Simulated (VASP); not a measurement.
OSZICAR of a VASP run on TiSi2 (space group Cmcm):

File OSZICAR:
```
       N       E                     dE             d eps       ncg     rms          rms(c)
DAV:   1     0.398886091774E+03    0.39889E+03   -0.15935E+04 10096   0.149E+03
DAV:   2     0.110265873979E+02   -0.38786E+03   -0.37747E+03 10088   0.479E+02
DAV:   3    -0.430698315087E+02   -0.54096E+02   -0.52295E+02 15352   0.152E+02
DAV:   4    -0.483402714543E+02   -0.52704E+01   -0.52202E+01 15032   0.423E+01
DAV:   5    -0.486519722552E+02   -0.31170E+00   -0.31091E+00 14888   0.933E+00    0.197E+01
DAV:   6    -0.456901202242E+02    0.29619E+01   -0.39472E+01 13944   0.493E+01    0.735E+00
DAV:   7    -0.451096378213E+02    0.58048E+00   -0.10232E+01 13504   0.244E+01    0.553E+00
DAV:   8    -0.450130556659E+02    0.96582E-01   -0.67791E-01 13920   0.654E+00    0.100E+00
DAV:   9    -0.450173438296E+02   -0.42882E-02   -0.63044E-02 14024   0.154E+00    0.660E-01
DAV:  10    -0.450175580617E+02   -0.21423E-03   -0.14647E-02 14632   0.102E+00    0.182E-01
DAV:  11    -0.450174341180E+02    0.12394E-03   -0.15553E-03 13528   0.304E-01    0.515E-02
DAV:  12    -0.450174396007E+02   -0.54826E-05   -0.66077E-05 13952   0.557E-02    0.191E-02
DAV:  13    -0.450174380210E+02    0.15796E-05   -0.21147E-05 12720   0.316E-02    0.856E-03
DAV:  14    -0.450174376541E+02    0.36692E-06   -0.26550E-06 10008   0.170E-02
   1 F= -.45017438E+02 E0= -.45016459E+02  d E =-.195794E-02  mag=     0.0000     0.0000    -0.0000
       N       E                     dE             ncg
```

Q: Which electronic solver shows in the log?

A: It is blocked Davidson (ALGO = Normal, or the opening steps of other solvers). The INCAR had ALGO = Normal.

Q: How was spin treated?

A: With non-collinear spinors: mag has three components.

Q: Can the final energy be trusted as converged?

A: Self-consistency was reached. It stopped with EDIFF = 1E-6, NELM = 100 (LDA (Ceperley-Alder, Perdew-Zunger) with spin-orbit coupling, plane waves, VASP's LDA PAW potentials (set 64)).

The structure comes from a computed database's TiSi2 entry (Cmcm); how it stands against other phases isn't given here. It was relaxed first.
